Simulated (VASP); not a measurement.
Given:

```
Cr
1.0
    2.88000     0.00000     0.00000
    0.00000     2.88000     0.00000
    0.00000     0.00000     2.88000
Cr
2
Direct
  0.00000   0.00000   0.00000
  0.50000   0.50000   0.50000
```
Starting moments (μB, in the order of the record's atoms Cr Cr): 1.5 -1.5.

Computed with PBE GGA with D4 dispersion, VASP's PBE PAW potentials (set 64) (plane waves; VASP). Settings: 520 eV cut-off, 11×11×11 Γ-centred mesh, first-order Methfessel-Paxton smearing of 0.10 eV, potentials Cr_pv.

Energy and stress use the plane-wave basis of the starting cell.

Q: The ions, cell shape and volume are relaxed. Give the cell that the relaxation ends in.

A: 
```
Cr
1.0
    2.83820     0.00000     0.00000
    0.00000     2.83820     0.00000
    0.00000     0.00000     2.83820
Cr
2
Direct
  0.00000   0.00000   0.00000
  0.50000   0.50000   0.50000
```
Space group Im-3m (229), at a tolerance of 0.03 Å. The cell ends with 0.00 μB, on the sites 0.93 -0.93 μB.

Q: How do energy and volume change from the first to the last step?

A: The energy (σ→0) changes by -14.3 meV/atom and the volume by -4.3 %, in 3 ionic steps.

The compound is Cr in the bcc, AFM order structure. This run relaxes it. Symmetry was kept, so distortions that lower it aren't found.
